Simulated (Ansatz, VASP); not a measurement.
## GaN in two plane-wave programs

One calculation is typed for both programs; each brings its own data sets. How far apart do they land? The cell is taken from a series of runs on this material, whose earlier steps may have relaxed, scaled, displaced or heated it; both programs get it as it stands.

Main program and level: Ansatz 0.2.0; plane waves, with VASP 6.6.1 beside it; zone-centre phonons at PBE.

### Step 1. The starting structure

Symmetry: F-43m, No. 216, cubic system. Conventional cell: a = 4.518 Å, b = 4.518 Å, c = 4.518 Å, α = 90.00°, β = 90.00°, γ = 90.00°. N has 4 Ga at 1.96 Å nearest. Ga has 4 N at 1.96 Å nearest. Farther neighbours and most contacts between anions are not listed.

### Step 2. Ansatz: zone-centre phonons, PBE, pair 1

Ansatz runs on its PAW soft_1 files.

Second derivatives magnify differences that forces hide, and they need a tight electronic threshold.

input.yaml

```yaml
crystal:
  lattice:
    - [0.0, 2.2591491287, 2.2591491287]
    - [2.2591491287, 0.0, 2.2591491287]
    - [2.2591491287, 2.2591491287, 0.0]
  atoms:
    - { symbol: "N", position: [0.25, 0.25, 0.25] }
    - { symbol: Ga, position: [0.0, 0.0, 0.0] }
kpoints:
  mp_grid: { grid: [16, 16, 16] }
hamiltonian:
  xc: pbe
  pseudopotentials: { kind: paw, azcp: { folder: soft_1 } }
scf:
  occupations: { method: fixed }
output:
  eigenvalues: true
phonons:
  method: dfpt
  dielectric: true
  rigid_motions: translations
```

On the command line:

```bash
$ ansatz run input.yaml --threads 4 --pin off --max-ram 10240MiB --backend cpu --events-out ev --progress --plain --runs-dir out
```

Numbers of over 12 decimals in the logs are rounded to 6 here.

What it wrote:

```text
Engine: ansatz 0.2.0, aarch64-unknown-linux-gnu
Pseudopotentials: kind: paw
Pseudopotential: N, paw, valence charge 5, recommended cutoff 420 eV (normal), soft_1/N.paw.azcp
Pseudopotential: Ga, paw, valence charge 13, recommended cutoff 420 eV (normal), soft_1/Ga.paw.azcp
Functional definition: PBE
  parameter kappa = 0.804
  parameter beta = 0.066725
  exchange = pbe_x(kappa = kappa, mu = beta*pi^2/3)
  correlation = pbe_c(beta = beta)
Crystal: 2 atoms, lattice volume = 23.060 Å³
Basis set: ecut = 420 eV, 459 PW (Γ), exchange–correlation on 48×48×48 points (8 copies of the dense FFT grid, shifted against one another)
Bands: 13, of which v1, the nominal top of the filled ones, is band 9 counted from 1 (8 counted from 0)
Symmetry: 24 space group operations
k-points: 621 of 4096 (irreducible under 4 space group operations, time reversal used)
Non-local potential: N, projectors of the file, l = 0: 2, l = 1: 2, l = 2: 1
Non-local potential: Ga, projectors of the file, l = 0: 2, l = 1: 2, l = 2: 3, l = 3: 1
PAW form: soft (Blöchl's): semilocal exchange-correlation on the pseudo side does not see the compensation charge
PAW one-centre angular grid: N, 110 points (default); XC on 64 Gauss nodes
PAW one-centre angular grid: Ga, 590 points (default); XC on 64 Gauss nodes
Initial density: superposition of atomic densities (chi_scale 0.1, normalization cell, long waves kept (reshape's long-wave potential 0.00 eV rms))
Initial wavefunctions: pseudopotential atomic-orbital guess
Functional: x = pbe(κ = 0.804, μ = 0.219515), c = pbe(β = 0.066725)
SCF iter   1: F=—  HF=-4168.576400 eV  |F-HF|=—  |Δ(HF+E_count)|=         —  Δρ=1.11e-1  dr2=2.49e0  ethr=3.10e-3  ⟨swp⟩=4.0  Hψ=35608  notcnv=0  defer=1015
preconditioner: auto → none  [insulator: Δε(μ)=2.508 eV  Ē_g=19.048 eV  n_scr=8 (ndim 8)  ℏωp=32.8 eV  f_vac=0.000  ε∞_Penn≈4.0]
SCF iter   2: F=—  HF=-4168.037546 eV  |F-HF|=—  |Δ(HF+E_count)|=   5.39e-1  Δρ=6.13e-2  dr2=5.37e-1  ethr=3.10e-3  ⟨swp⟩=2.1  Hψ=20615  notcnv=0  defer=150
SCF iter   3: F=—  HF=-4167.913036 eV  |F-HF|=—  |Δ(HF+E_count)|=   1.25e-1  Δρ=2.03e-2  dr2=4.68e-2  ethr=2.98e-3  ⟨swp⟩=2.0  Hψ=11451  notcnv=0  defer=1240
SCF iter   4: F=—  HF=-4167.910562 eV  |F-HF|=—  |Δ(HF+E_count)|=   2.47e-3  Δρ=7.92e-3  dr2=6.47e-3  ethr=2.60e-4  ⟨swp⟩=2.0  Hψ=16148  notcnv=0  defer=1240
SCF iter   5: F=—  HF=-4167.907744 eV  |F-HF|=—  |Δ(HF+E_count)|=   2.82e-3  Δρ=7.89e-4  dr2=6.49e-5  ethr=3.59e-5  ⟨swp⟩=2.0  Hψ=14617  notcnv=0  defer=1240
SCF iter   6: F=—  HF=-4167.907780 eV  |F-HF|=—  |Δ(HF+E_count)|=   3.64e-5  Δρ=2.38e-4  dr2=7.12e-6  ethr=3.61e-7  ⟨swp⟩=2.0  Hψ=14701  notcnv=0  defer=1231
SCF iter   7: F=—  HF=-4167.907779 eV  |F-HF|=—  |Δ(HF+E_count)|=   8.01e-7  Δρ=2.32e-5  dr2=6.04e-8  ethr=3.96e-8  ⟨swp⟩=3.0  Hψ=13576  notcnv=0
SCF iter   8: F=—  HF=-4167.907779 eV  |F-HF|=—  |Δ(HF+E_count)|=   2.14e-7  Δρ=7.42e-7  dr2=1.23e-10  ethr=3.36e-10  ⟨swp⟩=2.3  Hψ=11118  notcnv=0
SCF iter   9: F=-4167.907779 eV  HF=-4167.907779 eV  |F-HF|=9.09e-13  |Δ(HF+E_count)|=    0.00e0  Δρ=8.16e-8  dr2=9.12e-13  ethr=1.00e-12  ⟨swp⟩=5.5  Hψ=36780  notcnv=0
SCF 1 converged in 9 iterations: F = -4167.907779 eV  dr2 = 9.12e-13
  greatest PAW one-centre occupation: 0.995 electrons in one spin orbital (limit 2), on the Ga atom at site 1 (counted from 0), in its partial waves of l = 2
DFPT response loops at Γ: preconditioner auto → none (the input reference at scf.mixing.eps_inf says where Resta's filter doesn't serve); β = 0.50; Broyden in place of MSR1
── the response to a field inside a basis, on 16×16×16 k-points: an SCF that follows is theirs, and a resumed run solves both again ──
Bands: 10, of which v1, the nominal top of the filled ones, is band 9 counted from 1 (8 counted from 0)
k-points: 408 of 4096 (irreducible under 6 space group operations, time reversal used)
Initial density: handed on by an earlier stage of this run
Initial wavefunctions: pseudopotential atomic-orbital guess (no wavefunctions were taken with the density)
Eigensolver: Dense (408 Hₖ)
SCF iter   1: F=—  HF=-4167.908928 eV  |F-HF|=—  |Δ(HF+E_count)|=         —  Δρ=4.27e-4  dr2=1.16e-5  ethr=1.00e-1
preconditioner: auto → none  [insulator: Δε(μ)=1.812 eV  Ē_g=15.196 eV  n_scr=8 (ndim 8)  ℏωp=32.8 eV  f_vac=0.001  ε∞_Penn≈5.7]
SCF iter   2: F=—  HF=-4167.908930 eV  |F-HF|=—  |Δ(HF+E_count)|=   2.08e-6  Δρ=2.85e-4  dr2=6.77e-6  ethr=6.43e-8
SCF iter   3: F=—  HF=-4167.908933 eV  |F-HF|=—  |Δ(HF+E_count)|=   3.17e-6  Δρ=9.51e-5  dr2=2.07e-6  ethr=3.76e-8
SCF iter   4: F=-4167.908932 eV  HF=-4167.908932 eV  |F-HF|=3.70e-8  |Δ(HF+E_count)|=   1.37e-6  Δρ=1.94e-5  dr2=6.22e-8  ethr=1.15e-8
SCF 1 converged in 4 iterations: F = -4167.908932 eV  dr2 = 6.22e-8
DFPT response loops at Γ: mixed as the last ones told, above
SCF converged after 9 iterations
Free energy (F): -4167.907779 eV
Harris-Foulkes:  -4167.907779 eV  (|F-HF|=9.09e-13)
Internal energy: -4167.907779 eV  (E = F + TS)
E sigma→0 (E₀):  -4167.907779 eV
Fermi energy:    9.524481 eV
--- Per-component energies (eV) ---
  E_band       = -7.632796
  E_kinetic    = 240.526989
  E_local      = -1420.313733  (includes V_loc(G=0)·N_el)
  E_nonlocal   = -54.768318
  E_hartree    = 896.828903
  E_xc         = -122.246139
  E_vxc        = -130.840448  (∫ρ·V_xc dr)
  E_paw        = -2124.470290  (= ΣΔE_a)
  E_vpaw       = -435.895834  (= ΣTr[D̂ρ^β])
  E_aug_tail   = 0.000721  (compensation charges beyond the density's cutoff)
  E_ewald      = -1583.465911
  E_smearing   = -0.000000  (= −TS)
  E_closure    = 0.000000  (closes the sum)
  Σ components = -4167.907779   (vs F -4167.907779, Δ=0.00e0)
--- Band table (eV; the first three rows and the last of 621) ---
  k-point 0: bands = [... 5 lower, -3.6438, 9.5245, 9.5245, 9.5245, 11.1951, 19.7958, 19.7958, 19.7958]
  k-point 1: bands = [... 5 lower, -3.6443, 9.0002, 9.4821, 9.4821, 11.6270, 19.5762, 19.8638, 19.8638]
  k-point 2: bands = [... 5 lower, -3.6453, 7.9955, 9.3644, 9.3644, 12.3515, 19.0856, 20.0305, 20.0305]
  k-point 620: bands = [... 5 lower, -1.6736, 3.8607, 5.8678, 5.9270, 15.7306, 17.8366, 19.7345, 20.6054]
--- Phonons (Γ-DFPT): 2 representative perturbations + reference, on 621 of 4096 k-points (Σ response iterations 6) ---
  k mesh reduced under 4 symmetry operations, with k and −k counted as one. Each operation leaves every solved perturbation unchanged. A smaller set is not considered because the run solves the response to a homogeneous field
  ASR residual: 3.263e-5 → 0.000e0 eV/Å²; symmetrization residual: 8.696e-7 eV/Å²
  ASR residual per site (eV/Å²): 2.01e-5 3.26e-5
  Γ frequencies (cm⁻¹): 0.00 0.00 0.00 531.71 531.71 531.71
  ε∞ (high-frequency dielectric tensor):
        6.006417     0.000000     0.000000
        0.000000     6.006417     0.000000
        0.000000     0.000000     6.006417
  ε⁰ (static dielectric tensor: ions relaxed, cell fixed):
       10.635792     0.000000    -0.000000
        0.000000    10.635792     0.000000
       -0.000000     0.000000    10.635792
  ε⁰ − ε∞ (ionic part):
        4.629375     0.000000    -0.000000
        0.000000     4.629375     0.000000
       -0.000000     0.000000     4.629375
  softest optical mode at Γ: 531.71 cm⁻¹; the repairs (sum rule, projections) moved no ω² at Γ by more than (0.70 cm⁻¹)²
  Born effective charges Z* (e; rows j = field, columns β = displacement):
    site 0:
        -2.67470   -0.00000    0.00000
        -0.00000   -2.67470   -0.00000
         0.00000   -0.00000   -2.67470
    site 1:
         2.67470    0.00000   -0.00000
         0.00000    2.67470    0.00000
        -0.00000    0.00000    2.67470
  Z* charge neutrality: 1.411e-4 e pre-enforcement
  solved inside a basis spanned on kpoints, on 16×16×16 k-points, its susceptibility summed on 20×20×20: ε∞ is read to err by 1.6e-2, Z* by 1.4e-2 e (field_mesh: kpoints solves on kpoints); Z* is corrected for what the basis lacks
  optical modes at Γ without the LO–TO term, one row a degenerate level:
      ω (cm⁻¹)  modes    IR ((D/Å)²/amu)
        531.71      3            42.4515
  optical modes at Γ + LO–TO along q̂ = [1.0000, 0.0000, 0.0000]:
      ω (cm⁻¹)  modes    IR ((D/Å)²/amu)
        531.71      2            28.3010
        707.54      1            14.1505
  optical modes at Γ + LO–TO along q̂ = [0.0000, 1.0000, 0.0000]:
      ω (cm⁻¹)  modes    IR ((D/Å)²/amu)
        531.71      2            28.3010
        707.54      1            14.1505
  optical modes at Γ + LO–TO along q̂ = [0.0000, 0.0000, 1.0000]:
      ω (cm⁻¹)  modes    IR ((D/Å)²/amu)
        531.71      2            28.3010
        707.54      1            14.1505
```

(Part 1 of 3 ends here.)

[Lines on the potential files, build, host, timing and source positions are cut from VASP's logs without a mark.]

[Logs are printed without paths, hosts, clocks, repeated set-up lines and the standing remarks that a program may print on its own settings, such as how far it seeks lower states.]

[Hosts, paths, dates, database ids (printed as entryN), source tags and the programs' standing remarks are cut or masked in the printed files.]
